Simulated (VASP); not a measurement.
Crystal: BN.

```
B N
1.0
     2.49824    0.00000    0.00000
    -1.24912    2.16354    0.00000
     0.00000    0.00000    6.63570
B N
2 2
Direct
  0.33333 0.66667 0.25000
  0.66667 0.33333 0.75000
  0.33333 0.66667 0.75000
  0.66667 0.33333 0.25000
```

| Item | Value |
| --- | --- |
| Program | VASP 6.6.1 |
| Task | relaxation of cell and atoms |
| Functional | PBE |
| Potentials or basis | VASP PAW PBE potentials, release 64 (B, N) |
| Cutoff | 600 eV |
| k mesh | 12 × 12 × 4 |
| Occupations | gaussian, width 0.03 eV |
| Spin | no spin polarisation |

At the start: pressure 5.0 GPa; volume 8.97 Å³/atom.

How do energy, volume and symmetry change on relaxing?

Over 10 steps the energy falls by 11.6 meV/atom and the volume is 10.44 Å³/atom (+16.4 %); space group P6_3/mmc (No. 194, to 0.05 Å).

The path:
```
step  energy change (eV)  largest force (eV/Å)  pressure (GPa)  volume (Å³)
   1              0.0000                0.0000            4.99        35.87
   2              0.0154                0.0000           -6.41        37.33
   3             -0.0092                0.0000            0.44        36.42
   4             -0.0131                0.0000            0.40        36.66
   5             -0.0231                0.0000            0.34        37.41
   6             -0.0368                0.0000            0.27        38.90
   7             -0.0463                0.0000            0.25        41.87
   8             -0.0463                0.0000            0.26        41.70
   9             -0.0408                0.0000           -2.90        42.31
  10             -0.0464                0.0000            0.00        41.75
```

Final structure:
```cif
data_structure
_symmetry_space_group_name_H-M 'P 1'
_symmetry_Int_Tables_number 1
_cell_length_a 2.5123
_cell_length_b 2.5123
_cell_length_c 7.6381
_cell_angle_alpha 90.000
_cell_angle_beta 90.000
_cell_angle_gamma 120.000
_cell_volume 41.75
loop_
_atom_site_label
_atom_site_type_symbol
_atom_site_fract_x
_atom_site_fract_y
_atom_site_fract_z
_atom_site_occupancy
B1 B 0.33333 0.66667 0.25000 1
B2 B 0.66667 0.33333 0.75000 1
N1 N 0.33333 0.66667 0.75000 1
N2 N 0.66667 0.33333 0.25000 1
```

Caveat: the volume moved by over 15 % at a fixed basis, so the end points are rough; this functional lacks dispersion, which binds the layers, so the pressure and a relaxed spacing across them are unreliable, and here the layers came unbound; the volume moved by +16 % from the deposited cell, more than functionals usually miss.
